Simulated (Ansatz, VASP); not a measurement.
# Cross-check of Ga2S3 between VASP and Ansatz, part 2 of 2

Aim: how closely do two programs agree when they are given the same cell, functional and k mesh? The cell is taken from a series of runs on this material, whose earlier steps may have relaxed, scaled, displaced or heated it; both programs get it as it stands.

VASP 6.6.1 and Ansatz 0.2.0.

So far: The structure; VASP: G0W0 gap, LDA.

**3. Ansatz: G0W0 gap, LDA**

Level of this step: Ansatz beside VASP: G0W0 on Kohn-Sham DFT, plane waves, LDA (Ansatz).

Ansatz runs on its PAW soft_1 files.

The same cell, functional (in two slightly different forms) and mesh now go to Ansatz, which takes its cutoff from its data sets.

Input file input.yaml:

```yaml
crystal:
  lattice:
    - [-1.83633776, 5.57061928, 2.6864177223]
    - [1.83633776, -5.57061928, 2.6864177223]
    - [1.83633776, 5.57061928, -2.6864177223]
  atoms:
    - { symbol: Ga, position: [0.167194893, 0.0073464965, 0.1598483965] }
    - { symbol: Ga, position: [0.8474981, 0.0073464965, 0.8401516035] }
    - { symbol: S, position: [0.9099720127, 0.24350102, 0.6664709927] }
    - { symbol: S, position: [0.5770300273, 0.24350102, 0.3335290073] }
    - { symbol: S, position: [0.248303977, 0.248303977, 0.0] }
kpoints:
  mp_grid: { grid: [6, 6, 6] }
hamiltonian:
  xc: lda
  pseudopotentials: { kind: paw, azcp: { folder: soft_1 }, xc_functional: pbe }
scf:
  occupations: { method: fixed }
gw:
  n_empty_bands: 411
  ecut_chi: 140
  qp_bands: [v2, c2]
  qp_kpoints: band_edges
  screening: { model: contour_deformation }
```

Launch:

```sh
$ ansatz run input.yaml --threads 3 --pin off --max-ram 92160MiB --backend cuda --events-out ev --progress --plain --runs-dir out --devices 1 --max-vram 13GiB
```

Numbers of over 12 decimals in the logs are rounded to 6 here.

What it wrote:

```text
GPUs: using 1 of 1 available (devices: 1).
Engine: ansatz 0.2.0, x86_64-unknown-linux-gnu
Pseudopotentials: kind: paw
Pseudopotential: Ga, paw, valence charge 13, recommended cutoff 420 eV (normal), soft_1/Ga.paw.azcp
Pseudopotential: S, paw, valence charge 6, recommended cutoff 420 eV (normal), soft_1/S.paw.azcp
Functional definition: SPW92
  exchange = slater_x
  correlation = pw_c
device memory: the entry about to start is reckoned to put 2.4 GiB on a device that reports 39.9 GiB free (of which the cap on the GPU budget leaves the run 13.0 GiB)
GPU FFT provider: cuFFT
GPU libraries: cuBLAS 13.8.2, cuFFT 12.4.0, cuSOLVER 12.3.4
Crystal: 5 atoms, lattice volume = 109.923 Å³
Basis set: ecut = 420 eV, 2133 PW (Γ)
Bands: 27, of which v1, the nominal top of the filled ones, is band 22 counted from 1 (21 counted from 0)
Symmetry: 4 space group operations
Space group: Imm2 (ITA 44), of the structure as read, at distance tolerance 4.8e-5 Å
k-points: 46 of 216 (time reversal used)
Non-local potential: Ga, projectors of the file, l = 0: 2, l = 1: 2, l = 2: 3, l = 3: 1
Non-local potential: S, projectors of the file, l = 0: 2, l = 1: 2, l = 2: 1
PAW form: soft (Blöchl's): semilocal exchange-correlation on the pseudo side does not see the compensation charge
PAW frozen core: Ga, regenerated for the run's functional, and the local potential with it (the file was generated under x = pbe(κ = 0.804, μ = 0.219515), c = pbe(β = 0.066725))
PAW frozen core: S, regenerated for the run's functional, and the local potential with it (the file was generated under x = pbe(κ = 0.804, μ = 0.219515), c = pbe(β = 0.066725))
PAW one-centre angular grid: Ga, 590 points (default); XC on 64 Gauss nodes
PAW one-centre angular grid: S, 110 points (default); XC on 64 Gauss nodes
Initial density: superposition of atomic densities (chi_scale 0.1, normalization cell, long waves kept (reshape's long-wave potential 0.05 eV rms))
Initial wavefunctions: pseudopotential atomic-orbital guess
GPU buffer pool allocated for 91125 grid points (all kernels)
GPU transforms: local potential and band sums: pruned to the plane-wave sphere, on 45×45×45
Functional: x = slater, c = lda
SCF iter   1: F=—  HF=-10026.424921 eV  |F-HF|=—  |Δ(HF+E_count)|=         —  Δρ=4.81e-2  dr2=1.66e0  ethr=3.10e-3  ⟨swp⟩=5.0  Hψ=5016  notcnv=0  defer=129
preconditioner: auto → Resta (q_TF=auto, 2.342 Å⁻¹)  ε∞=3.7  [insulator: Δε(μ)=1.692 eV  Ē_g=14.275 eV  n_scr=22 (ndim 8)  ℏωp=23.5 eV  f_vac=0.000  ε∞_Penn≈3.7]
SCF iter   2: F=—  HF=-10026.003502 eV  |F-HF|=—  |Δ(HF+E_count)|=   4.21e-1  Δρ=2.23e-2  dr2=3.98e-1  ethr=3.10e-3  ⟨swp⟩=3.0  Hψ=2671  notcnv=0  defer=134
SCF iter   3: F=—  HF=-10025.863544 eV  |F-HF|=—  |Δ(HF+E_count)|=   1.40e-1  Δρ=5.97e-3  dr2=3.21e-2  ethr=9.05e-4  ⟨swp⟩=2.2  Hψ=2301  notcnv=0  defer=137
SCF iter   4: F=—  HF=-10025.839940 eV  |F-HF|=—  |Δ(HF+E_count)|=   2.36e-2  Δρ=1.96e-3  dr2=4.26e-3  ethr=7.30e-5  ⟨swp⟩=2.9  Hψ=2362  notcnv=0  defer=138
SCF iter   5: F=—  HF=-10025.840504 eV  |F-HF|=—  |Δ(HF+E_count)|=   5.64e-4  Δρ=7.12e-4  dr2=6.63e-4  ethr=9.69e-6  ⟨swp⟩=2.1  Hψ=2303  notcnv=0  defer=138
SCF iter   6: F=—  HF=-10025.840539 eV  |F-HF|=—  |Δ(HF+E_count)|=   3.52e-5  Δρ=1.56e-4  dr2=4.14e-5  ethr=1.51e-6  ⟨swp⟩=2.6  Hψ=2018  notcnv=0  defer=138
SCF iter   7: F=—  HF=-10025.840547 eV  |F-HF|=—  |Δ(HF+E_count)|=   8.31e-6  Δρ=6.11e-5  dr2=4.92e-6  ethr=9.41e-8  ⟨swp⟩=2.7  Hψ=2224  notcnv=0  defer=126
SCF iter   8: F=—  HF=-10025.840547 eV  |F-HF|=—  |Δ(HF+E_count)|=   4.34e-7  Δρ=1.80e-5  dr2=4.90e-7  ethr=1.12e-8  ⟨swp⟩=2.0  Hψ=1684  notcnv=0  defer=125
SCF iter   9: F=-10025.840547 eV  HF=-10025.840547 eV  |F-HF|=1.73e-8  |Δ(HF+E_count)|=   1.51e-7  Δρ=5.12e-6  dr2=4.12e-8  ethr=2.27e-10  ⟨swp⟩=11.1  Hψ=6133  notcnv=0
SCF 1 converged in 9 iterations: F = -10025.840547 eV  dr2 = 4.12e-8
  greatest PAW one-centre occupation: 0.995 electrons in one spin orbital (limit 2), on the Ga atom at site 1 (counted from 0), in its partial waves of l = 2
device memory: the entry about to start is reckoned to put 2.7 GiB (of the 2.9 GiB reckoned in all, the device holds 0.2 GiB already) on a device that reports 40.3 GiB free (of which the cap on the GPU budget leaves the run 12.8 GiB)
NSCF: frozen V_eff on 46 k-points, pencils in batches of 32, up to order 108
the band table was solved once the SCF had ended and its energy, with any forces and stress, was formed, with the checks that follow a solve (5722 applications of the Hamiltonian). They found nothing against the state; the energy, forces and stress were not computed again (output.eigenvalues in the input reference)
device memory: the entry about to start is reckoned to put 6.6 GiB on a device that reports 40.5 GiB free (of which the cap on the GPU budget leaves the run 13.0 GiB)
NSCF: frozen V_eff on 46 k-points
G₀W₀ screening: q 1/46
[... further progress lines ...]
[...]
k-point 1: bands = [... 18 lower, 2.5441, 4.0011, 4.1395, 4.6378, 7.7248, 9.0669, 9.7447, 10.1913, ... 1 higher]
  k-point 2: bands = [... 18 lower, 2.7319, 3.1805, 3.4871, 3.9893, 8.1547, 8.4332, 8.9331, 9.4915, ... 1 higher]
  k-point 45: bands = [... 18 lower, 3.2254, 3.4435, 3.4762, 5.4544, 7.4515, 7.6622, 7.8031, 10.1494, ... 1 higher]
--- G₀W₀: contour deformation, 7 samples at zero and on the imaginary axis and 2 off it, 216 q-points, 411 empty bands' worth ---
  eigenvalues of the whole cell's RPA ε∞ on this k-mesh (on a slab, of 1 + 4πα/V) = 5.7135, 6.0116, 6.3068; static W/v taken at q = 0 is 0.164817
  gw.qp_kpoints: band_edges: 21 of 46 stored k-points solved, in 1 pass; an edge of the gap read off the rows below is read off those points alone
    valence top: of the k-points left out ik 43 came nearest to being solved in a further pass, in band 22 (counted from 1, as in the quasiparticle table): it holds the edge there only if its correction is more favourable than any solved in that band by at least 0.566 eV; those differ by 0.041 eV
    conduction bottom: of the k-points left out ik 4 came nearest to being solved in a further pass, in band 23 (counted from 1, as in the quasiparticle table): it holds the edge there only if its correction is more favourable than any solved in that band by at least 0.822 eV; those differ by 0.284 eV
    ik  band        ε_KS         Σx   Σc(E_QP)       V_xc       Z   E_QP_lin       E_QP  E_QP is
     0    21      4.4154   -19.0276     1.8204   -16.5377  0.7537     3.7391     3.7460  root
     0    22      5.3183   -18.5938     2.1392   -15.7209  0.7438     4.5746     4.5845  root
     0    23      6.7065   -10.3204    -3.8032   -14.7840  0.7865     7.3715     7.3668  root
     0    24      7.8587    -8.2835    -4.2308   -13.1794  0.7884     8.5300     8.5237  root
     3    21      3.3310   -17.9899     2.4096   -14.8439  0.7390     2.5832     2.5947  root
     3    22      3.5724   -17.5877     2.5022   -14.3478  0.7282     2.8173     2.8347  root
     3    23      7.6771    -6.7591    -3.8276   -11.0735  0.8009     8.1668     8.1639  root
     3    24      7.8183    -9.0864    -4.0554   -13.8633  0.7832     8.5470     8.5398  root
     9    21      4.2353   -18.9846     1.9031   -16.4053  0.7537     3.5519     3.5591  root
     9    22      5.2730   -18.5003     2.1764   -15.5851  0.7429     4.5240     4.5343  root
     9    23      7.2287   -10.9118    -3.8438   -15.4078  0.7791     7.8859     7.8809  root
     9    24      7.8588    -8.5593    -4.2360   -13.4741  0.7867     8.5441     8.5376  root
    10    21      3.9344   -18.6564     2.1188   -15.8254  0.7491     3.2135     3.2222  root
    10    22      4.3438   -18.3086     2.2927   -15.2727  0.7395     3.5883     3.6007  root
    10    23      7.6030    -9.7410    -4.0544   -14.5290  0.7826     8.3435     8.3365  root
    10    24      8.0646    -8.5064    -4.1262   -13.3127  0.7861     8.7512     8.7447  root
    11    21      3.7267   -18.2470     2.2494   -15.2726  0.7429     2.9908     3.0018  root
    11    22      3.9021   -18.0460     2.3874   -14.9162  0.7354     3.1456     3.1597  root
    11    23      7.8110   -10.0224    -4.0714   -14.8173  0.7791     8.5417     8.5346  root
    11    24      8.1073    -9.0309    -4.1464   -13.8646  0.7815     8.8014     8.7945  root
    13    21      3.9427   -18.5606     2.0678   -15.7960  0.7472     3.2370     3.2459  root
    13    22      4.7910   -18.1802     2.2687   -15.1665  0.7400     4.0343     4.0461  root
    13    23      8.1078   -10.6977    -4.2662   -15.7342  0.7714     8.8873     8.8781  root
    13    24      8.4076    -9.9652    -4.3685   -15.1037  0.7728     9.1873     9.1775  root
[...]
44    21      3.4864   -18.0135     2.3069   -14.9729  0.7425     2.7420     2.7528  root
    44    22      3.9929   -17.7946     2.5365   -14.4962  0.7288     3.2144     3.2309  root
    44    23      7.6293    -8.6715    -3.9963   -13.3770  0.7884     8.3450     8.3385  root
    44    24      8.0890    -8.8830    -4.1546   -13.7598  0.7848     8.8186     8.8112  root
    45    21      3.4762   -19.1643     1.8779   -16.6421  0.7580     2.8257     2.8319  root
    45    22      5.4544   -18.7565     2.1744   -15.8379  0.7436     4.7002     4.7103  root
    45    23      7.4515    -7.4557    -4.0051   -12.0335  0.7968     8.0283     8.0242  root
    45    24      7.6622   -10.6385    -4.2361   -15.6385  0.7752     8.4345     8.4261  root
```

**4. Differences**

Known differences besides the potentials themselves: the two LDA forms differ slightly; fixed occupations in Ansatz, narrow Gaussian smearing in VASP; the cutoff is 420 eV in Ansatz and 430 eV in VASP; VASP's log shows a relativistic correction to its local exchange, Ansatz's none; Ansatz integrates over frequency by contour deformation, VASP on a grid of NOMEGA points; Ansatz's G0W0 levels solve the quasiparticle equation, VASP's are linearised. Total energies have different zeros and are not compared.

Both answers:

```csv
quantity,Ansatz,VASP,difference
G0W0 gap on the mesh (eV),2.66,2.70,-0.05
Kohn-Sham gap under it (eV),1.25,1.27,-0.02
```

**5. What came out**

```yaml
difference_in_g0w0_gap_on_the_mesh_g0w0_gap_lda: -0.045 eV
```

What this shows: The difference in G0W0 gap on the mesh is -0.045 eV (G0W0 gap, LDA). Such differences can come from data sets, numerical settings and the points named under the comparisons, not from the functional's error against experiment.

[Lines on the potential files, build, host, timing and source positions are cut from VASP's logs without a mark.]

[Logs are printed without paths, hosts, clocks, repeated set-up lines and the standing remarks that a program may print on its own settings, such as how far it seeks lower states.]

[Hosts, paths, dates, database ids (printed as entryN), source tags and the programs' standing remarks are cut or masked in the printed files.]
